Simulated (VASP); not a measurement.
Given:

```
CELL_PARAMETERS angstrom
      4.00824     0.00000     0.00000
      0.00000     4.00824     0.00000
      0.00000     0.00000     4.00824
ATOMIC_POSITIONS crystal
  K  0.00000 0.00000 0.00000
  Ta 0.50000 0.50000 0.50000
  O  0.50000 0.00000 0.50000
  O  0.00000 0.50000 0.50000
  O  0.50000 0.50000 0.00000
```

All values below come from PBE GGA with D3 dispersion (Becke-Johnson damping), VASP's PBE PAW potentials (set 64) (plane waves; VASP). Settings: 520 eV cut-off, Gaussian smearing of 0.050 eV, potentials K_sv Ta_pv O.

Unless said otherwise, spin-orbit coupling is left out, though it shifts the bands of the heavy elements here.

Estimate the band gap (along the path) with the smallest direct gap where there is one.

```
Quantity                                Value
------------------------------------  -------
band gap (along the path)             2.14 eV
smallest direct gap (along the path)  2.77 eV
```

The absolute energy has meaning only against runs of the same code, potentials and settings.

The compound is KTaO3 in the cubic perovskite structure. It was relaxed first.
